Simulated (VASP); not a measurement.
Crystal: Sc2InSb3.

```
Sc In Sb
1.0
     4.15000    0.00000    0.00000
    -2.07500    3.59401    0.00000
     0.00000    0.00000   10.10000
Sc In Sb
2 1 3
Cartesian
  2.0750 1.1980 6.7337
  0.0000 2.3960 3.3663
  0.0000 0.0000 0.0000
  0.0000 2.3960 8.4163
  2.0750 1.1980 1.6837
  0.0000 0.0000 5.0500
```

The cell was built by a generator and needn't be a form met in nature.

```yaml
Program: VASP 6.6.1
Task: relaxation of cell and atoms
Functional: PBE
Potentials_or_basis: VASP PAW PBE potentials, release 64 (Sc_sv, In_d, Sb)
Cutoff: 520 eV
k_mesh: 5 × 5 × 2
Occupations: gaussian, width 0.15 eV
Spin: no spin polarisation
```

At the start: pressure 4.9 GPa; volume 25.11 Å³/atom.

Question: Where does the relaxation end?

Answer: Over 10 steps the energy falls by 47.7 meV/atom and the volume is 26.90 Å³/atom (+7.1 %); space group P-3m1 (No. 164, to 0.05 Å).

The path:
```
step  energy change (eV)  largest force (eV/Å)  pressure (GPa)  volume (Å³)
   1              0.0000                0.6204            4.89       150.64
   2             -0.1814                0.3951           -2.08       167.95
   3             -0.2069                0.4383           -0.45       163.08
   4             -0.2426                0.3079           -0.32       162.45
   5             -0.2716                0.1880            0.00       161.52
   6             -0.2528                0.1677            0.83       159.55
   7             -0.2764                0.1712            0.24       160.91
   8             -0.2824                0.0510           -0.14       162.02
   9             -0.2831                0.0354           -0.26       162.43
  10             -0.2859                0.0277            0.16       161.39
```

Final structure:
```cif
data_structure
_symmetry_space_group_name_H-M 'P 1'
_symmetry_Int_Tables_number 1
_cell_length_a 4.1850
_cell_length_b 4.1850
_cell_length_c 10.6401
_cell_angle_alpha 90.000
_cell_angle_beta 90.000
_cell_angle_gamma 120.000
_cell_volume 161.39
loop_
_atom_site_label
_atom_site_type_symbol
_atom_site_fract_x
_atom_site_fract_y
_atom_site_fract_z
_atom_site_occupancy
Sc1 Sc 0.66667 0.33333 0.65807 1
Sc2 Sc 0.33333 0.66667 0.34193 1
In1 In 0.00000 0.00000 0.00000 1
Sb1 Sb 0.33333 0.66667 0.82246 1
Sb2 Sb 0.66667 0.33333 0.17754 1
Sb3 Sb 0.00000 0.00000 0.50000 1
```
